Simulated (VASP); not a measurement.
Here is a VASP 6.6.1 calculation.

INCAR

```
  PREC = Accurate
  ENCUT = 520
  EDIFF = 1E-7
  ISMEAR = 0
  SIGMA = 0.1
  LREAL = F
  LASPH = T
  NELM = 100
  ALGO = Normal
  ISIF = 2
  LWAVE = F
  LCHARG = F
  GGA = PE
  NBANDS = 20
```

Contents of KPOINTS:

```
Automatic mesh
0
Gamma
  6 6 6
```

POSCAR

```
MgRe3
1.0
    0.0000000000      3.1145280000      3.1145280000
    3.1145280000      0.0000000000      3.1145280000
    3.1145280000      3.1145280000      0.0000000000
Mg Re
1 3
Direct
    0.0000000000      0.0000000000      0.0000000000
    0.2500000000      0.2500000000      0.2500000000
    0.5000000000      0.5000000000      0.5000000000
    0.7500000000      0.7500000000      0.7500000000
```

Potentials or basis: VASP PAW PBE potentials, release 64 (Mg, Re).

Command:

```sh
$ cat potpaw_PBE.64/Mg/POTCAR potpaw_PBE.64/Re/POTCAR > POTCAR
$ mpirun -np 1 vasp_std > vasp.out
```

Estimate the band gap on the k mesh.

none (metal or under the smearing width).

Estimate the pressure.

-1.3 GPa.

Spin-orbit coupling is left out, which matters for the levels of Re.
